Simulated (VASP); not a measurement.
A VASP calculation is set up with these files.

**INCAR**
```
! general
SYSTEM   =  SrCl2
PREC     =  Accurate
ENCUT    =  700
LREAL    =  F
LASPH    =  T

! electronic loop
EDIFF    =  1E-6
NELM     =  100
ALGO     =  Normal
LMAXMIX  =  4

! smearing
ISMEAR   =  0
SIGMA    =  0.05

! functional
GGA      =  PE

! ions
ISIF     =  2

! output
LWAVE    =  F
LCHARG   =  F
```

**KPOINTS**
```
Automatic
0
gamma
 5 5 5
0 0 0
```

### POSCAR
```
SrCl2
1
    0.0000000000     3.4474220000     3.5011510000
    3.4734590000     0.0000000000     3.5011510000
    3.4734590000     3.4474220000     0.0000000000
Sr Cl
1 2
Direct
  0.0000000000   0.0000000000   0.0000000000
  0.2500000000   0.2500000000   0.2500000000
  0.7416400000   0.7583600000   0.7583600000
```

POTCAR, in this order: Sr_sv Cl (PBE.64 set). Program: vasp_std.

Task: Translate this PBE calculation to Ansatz.

Result: One equivalent input (not run):
Ansatz 0.2 input:
```yaml
crystal:
  lattice:
    - [0.0000000, 3.4474220, 3.5011510]
    - [3.4734590, 0.0000000, 3.5011510]
    - [3.4734590, 3.4474220, 0.0000000]
  atoms:
    - { symbol: Sr, position: [0.0000000, 0.0000000, 0.0000000] }
    - { symbol: Cl, position: [0.2500000, 0.2500000, 0.2500000] }
    - { symbol: Cl, position: [0.7416400, 0.7583600, 0.7583600] }
kpoints:
  mp_grid: { grid: [5, 5, 5] }
hamiltonian:
  xc: pbe
  pseudopotentials: { kind: paw }
scf:
  occupations: { method: gaussian, width: 0.05 }
  max_iter: 100
output: { forces: true, stress: true, eigenvalues: true }
```
The two are equivalent in intent, not identical: each code has its own PAW files, so the cut-off isn't converted (ENCUT is set for VASP's; basis.ecutwfc is left out, and Ansatz then takes the one that its files recommend); Ansatz stops its SCF on the density residual and VASP on the energy change (EDIFF).

The compound is SrCl2 in the fluorite structure. The cell was not relaxed at this level, atoms are displaced from their ideal sites. The run is one of a series of settings (ENCUT = 700 against the base run), some of them coarse on purpose.
